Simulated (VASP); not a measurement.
SiRh (space group P2_1/c): computed properties

Computed with LDA (Ceperley-Alder, Perdew-Zunger), VASP's LDA PAW potentials (set 64) (plane waves; VASP).

```
Quantity                                                                                                    Value
----------------------------------  -----------------------------------------------------------------------------
space group                                                                                           P2_1/c (14)
cell                                a = 4.5405 Å, b = 4.5412 Å, c = 5.5069 Å, α = 90.00°, β = 115.87°, γ = 90.00°
volume per atom                                                                                     12.77 Å³/atom
band gap (over mesh and band path)                                       none (metal, semimetal or under 0.01 eV)
density                                                                                                8.52 g/cm³
```

```yaml
crystal:
  lattice:
    - [4.54038, 0.00000, -0.03189]
    - [0.00000, 4.54119, 0.00000]
    - [-2.36836, 0.00000, 4.97159]
  atoms:
    - { symbol: Si, position: [0.78983, 0.64821, 0.06383] }
    - { symbol: Si, position: [0.21017, 0.35179, 0.93617] }
    - { symbol: Si, position: [0.21017, 0.14821, 0.43617] }
    - { symbol: Si, position: [0.78983, 0.85179, 0.56383] }
    - { symbol: Rh, position: [0.30047, 0.64565, 0.61463] }
    - { symbol: Rh, position: [0.69953, 0.35435, 0.38537] }
    - { symbol: Rh, position: [0.69953, 0.14565, 0.88537] }
    - { symbol: Rh, position: [0.30047, 0.85435, 0.11463] }
```

The structure comes from a computed database's SiRh entry (P2_1/c); how it stands against other phases isn't given here. It was relaxed first. Symmetry was kept, so distortions that lower it aren't found.
